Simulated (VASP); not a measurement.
Computed with LDA (Ceperley-Alder, Perdew-Zunger), VASP's LDA PAW potentials (set 64) (plane waves; VASP).

The input files of a VASP run:

File KPOINTS:
```
Automatic mesh
0
Gamma
18 18 18
0 0 0
```

### POSCAR
```
Fe
1.0
 -1.3742639628   1.3742639628   1.3742639628
  1.3742639628  -1.3742639628   1.3742639628
  1.3742639628   1.3742639628  -1.3742639628
Fe
1
Direct
  0.0000000000   0.0000000000   0.0000000000
```

**INCAR**
```
# general
SYSTEM  = Fe
PREC    = Accurate
ENCUT   = 500
LREAL   = .FALSE.
LASPH   = .TRUE.

# electronic loop
EDIFF   = 1E-6   # SCF stop (eV)
NELM    = 100
ALGO    = Normal
LMAXMIX = 4   # l cut-off of mixed one-centre charges

# smearing
ISMEAR  = 1   # Methfessel-Paxton
SIGMA   = 0.1   # width (eV)

# spin
ISPIN   = 2   # spin-polarised
MAGMOM  = 2.0

# ions
IBRION  = 2
NSW     = 40   # most ionic steps
ISIF    = 3   # ions, shape and volume
EDIFFG  = -0.02   # ionic stop

# output
LWAVE   = .FALSE.
LCHARG  = .FALSE.
LORBIT  = 10
```

POTCAR, in this order: Fe (LDA.64 set). Program: vasp_std.

The resulting files:

### OSZICAR
```
       N       E                     dE             d eps       ncg     rms          rms(c)
DAV:   1     0.144741842597E+02    0.14474E+02   -0.43616E+03  7308   0.119E+03
DAV:   2    -0.101274380173E+02   -0.24602E+02   -0.23341E+02  7118   0.131E+02
DAV:   3    -0.104346172256E+02   -0.30718E+00   -0.30550E+00  7875   0.201E+01
DAV:   4    -0.104360932084E+02   -0.14760E-02   -0.14758E-02  7845   0.127E+00
DAV:   5    -0.104361077472E+02   -0.14539E-04   -0.14540E-04  7657   0.111E-01    0.127E+01
DAV:   6    -0.930837497196E+01    0.11277E+01   -0.11800E+01  7419   0.600E+01    0.469E+00
DAV:   7    -0.924471686704E+01    0.63658E-01   -0.59168E-01  7431   0.134E+01    0.300E+00
DAV:   8    -0.923398352367E+01    0.10733E-01   -0.41691E-03  8602   0.586E-01    0.140E+00
DAV:   9    -0.922457431715E+01    0.94092E-02   -0.55607E-03  8751   0.613E-01    0.362E-01
DAV:  10    -0.922449793231E+01    0.76385E-04   -0.57553E-04  8377   0.331E-01    0.136E-01
DAV:  11    -0.922446934968E+01    0.28583E-04   -0.55806E-05  7396   0.135E-01    0.272E-02
DAV:  12    -0.922447235290E+01   -0.30032E-05   -0.23646E-06  4504   0.284E-02    0.932E-03
DAV:  13    -0.922447315287E+01   -0.79997E-06   -0.10275E-06  3717   0.130E-02
   1 F= -.92244732E+01 E0= -.92245704E+01  d E =-.922447E+01  mag=     1.9563
       N       E                     dE             d eps       ncg     rms          rms(c)
DAV:   1    -0.922605719600E+01   -0.15848E-02   -0.39202E-02  7313   0.378E+00    0.376E-01
DAV:   2    -0.922460739518E+01    0.14498E-02   -0.14355E-02  7409   0.196E+00    0.281E-01
DAV:   3    -0.922449210706E+01    0.11529E-03   -0.63947E-04  7491   0.444E-01    0.125E-01
DAV:   4    -0.922447469156E+01    0.17416E-04   -0.60521E-06  7440   0.402E-02    0.261E-02
DAV:   5    -0.922445959283E+01    0.15099E-04   -0.18486E-05  7524   0.384E-02    0.373E-03
DAV:   6    -0.922445969040E+01   -0.97577E-07   -0.11952E-07  3595   0.410E-03
   2 F= -.92244597E+01 E0= -.92245683E+01  d E =0.134625E-04  mag=     1.9472
       N       E                     dE             d eps       ncg     rms          rms(c)
DAV:   1    -0.922498019746E+01   -0.52060E-03   -0.11432E-02  7308   0.204E+00    0.203E-01
DAV:   2    -0.922455660605E+01    0.42359E-03   -0.42773E-03  7395   0.106E+00    0.154E-01
DAV:   3    -0.922452049433E+01    0.36112E-04   -0.19964E-04  7480   0.248E-01    0.679E-02
DAV:   4    -0.922451532285E+01    0.51715E-05   -0.18350E-06  6391   0.228E-02    0.145E-02
DAV:   5    -0.922451080725E+01    0.45156E-05   -0.54454E-06  7483   0.212E-02    0.211E-03
DAV:   6    -0.922451083499E+01   -0.27732E-07   -0.36257E-08  3532   0.238E-03
   3 F= -.92245108E+01 E0= -.92246138E+01  d E =-.376821E-04  mag=     1.9521
```

OUTCAR:
```
------------------------ aborting loop because EDIFF is reached ----------------------------------------
  FORCE on cell =-STRESS in cart. coord.  units (eV):
  Direction    XX          YY          ZZ          XY          YZ          ZX
  --------------------------------------------------------------------------------------
  Total        0.0012890      0.0012890      0.0012890      0.0000000     -0.0000000     -0.0000000
  in kB        0.1993568      0.1993568      0.1993568      0.0000000     -0.0000000     -0.0000000
  external PRESSURE =       0.1993568 kB  Pullay stress =       0.0000000 kB
  volume of cell :       10.36
      direct lattice vectors                 reciprocal lattice vectors
    -1.373278195  1.373278195  1.373278195     0.000000000  0.364092288  0.364092288
     1.373278195 -1.373278195  1.373278195     0.364092288  0.000000000  0.364092288
     1.373278195  1.373278195 -1.373278195     0.364092288  0.364092288  0.000000000
 POSITION                                       TOTAL-FORCE (eV/Angst)
 -----------------------------------------------------------------------------------
      0.00000      0.00000      0.00000         0.000000      0.000000     -0.000000
 -----------------------------------------------------------------------------------
    total drift:                                0.000000     -0.000000      0.000000
  FREE ENERGIE OF THE ION-ELECTRON SYSTEM (eV)
  ---------------------------------------------------
  free  energy   TOTEN  =        -9.2245108350 eV

  energy  without entropy=       -9.2248197290  energy(sigma->0) =       -9.22461380

 total charge

# of ion       s       p       d       tot
------------------------------------------
    1        0.529   0.621   6.335   7.486

 magnetization (x)

# of ion       s       p       d       tot
------------------------------------------
    1       -0.009  -0.031   1.958   1.918

 reached required accuracy - stopping structural energy minimisation
```
(Selected blocks of OUTCAR.)

### CONTCAR
```
Fe
   1.00000000000000
    -1.3732781946981469    1.3732781946981469    1.3732781946981469
     1.3732781946981469   -1.3732781946981469    1.3732781946981469
     1.3732781946981469    1.3732781946981469   -1.3732781946981469
  Fe
     1
Direct
     0.0000000000000000    0.0000000000000000    0.0000000000000000
```

The compound is Fe in the bcc structure. This run relaxes it. Symmetry was kept, so distortions that lower it aren't found.
